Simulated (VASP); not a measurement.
An input for Quantum ESPRESSO's pw.x (written as the equivalent of a VASP run, and not itself run):

```
&CONTROL
  calculation = 'vc-relax'
  pseudo_dir = './pseudo'
  outdir = './out'
  tprnfor = .true.
  tstress = .true.
  nstep = 60
  forc_conv_thr = 0.00078
/
&SYSTEM
  ibrav = 0
  nat = 4
  ntyp = 3
  ecutwfc = 102
  occupations = 'smearing'
  smearing = 'gaussian'
  degauss = 0.003675
  input_dft = 'pz'
/
&ELECTRONS
  conv_thr = 7.3e-08
  electron_maxstep = 100
/
&IONS
/
&CELL
/
ATOMIC_SPECIES
  Zn 65.380 Zn.upf
  Cd 112.414 Cd.upf
  Se 78.971 Se.upf
CELL_PARAMETERS angstrom
     4.0893282    0.0000000    0.0000000
    -2.0446641    3.5414618    0.0000000
     0.0000000    0.0000000    6.7302807
ATOMIC_POSITIONS crystal
  Zn   0.0000000  0.0000000  0.0021550
  Cd   0.6666670  0.3333330  0.4936511
  Se   0.6666670  0.3333330  0.1083112
  Se   0.0000000  0.0000000  0.6438927
K_POINTS automatic
  6 6 3 0 0 0
```

**Question.** Translate this input to VASP (INCAR, KPOINTS, POSCAR, choice of POTCAR).

**Answer.** One answer among several that fit: 
**INCAR**
```
ALGO=Normal
EDIFF=1E-6
EDIFFG=-0.02
ENCUT=400
IBRION=2
ISIF=3
ISMEAR=0
LASPH=.True.
LCHARG=.False.
LMAXMIX=4
LREAL=.False.
LWAVE=.False.
NELM=100
NSW=60
PREC=Accurate
SIGMA=0.05
SYSTEM=ZnCdSe2
```

### POSCAR
```
ZnCdSe2
1
    4.0893281971     0.0000000000     0.0000000000
   -2.0446640986     3.5414617865     0.0000000000
    0.0000000000     0.0000000000     6.7302806626
Zn Cd Se
1 1 2
Direct
  0.0000000000   0.0000000000   0.0021549946
  0.6666670000   0.3333330000   0.4936510613
  0.6666670000   0.3333330000   0.1083112314
  0.0000000000   0.0000000000   0.6438927127
```

KPOINTS:
```
Automatic mesh
0
Gamma
6 6 3
0 0 0
```

POTCAR, in this order: Zn Cd Se (LDA.64 set). Program: vasp_std.

What does not carry over: the potentials are each code's own (VASP's PAW set, PseudoDojo norm-conserving files in pw.x), so ENCUT and ecutwfc are chosen apart and not converted; conv_thr bounds pw.x's estimated SCF error, while EDIFF bounds the energy change between steps; forc_conv_thr acts on force components and is met together with etot_conv_thr.

The structure comes from a computed database's ZnCdSe2 entry (P3m1); how it stands against other phases isn't given here. This run relaxes it. Symmetry was kept, so distortions that lower it aren't found. The start is the result of an earlier pass.
